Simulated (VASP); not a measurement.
Runs of VASP 6.6.1 on FSbCl2. The cell holds a molecule in a box, 4 atoms: a = 12.000 Å, b = 11.000 Å, c = 12.000 Å, α = 90.00°, β = 90.00°, γ = 90.00°. 

```csv
task,level,cell,grid for exact exchange (PRECFOCK),exchange at q = 0,gap on the mesh (eV),largest force (eV/Å)
single point,r2SCAN0+D4,as given,Normal,truncated,7.16,(a)
atomic charges,PBE+TS,as given,-,-,4.93,0.93
electron localisation function,PBE,as given,-,-,4.93,0.93
relaxation of the atoms,BLYP+D3(BJ),atoms relaxed,-,-,4.71,0.01
```

Alike in all rows: potentials or basis VASP PAW PBE potentials, release 64 (F, Sb, Cl); no spin polarisation; k mesh 1 × 1 × 1; cutoff (eV) 520; smearing gaussian 0.01 eV.

Problem. Estimate the missing entries.

Solution. (a) 0.35.

Caveats: spin-orbit coupling is left out, which moves the levels of the heavy elements; the PAW data sets were made with another functional, which shifts forces and pressure a little (some runs).

A k mesh can miss the band edges, and the runs leave out spin-orbit coupling on Sb.

Not every run made on this cell is shown here.
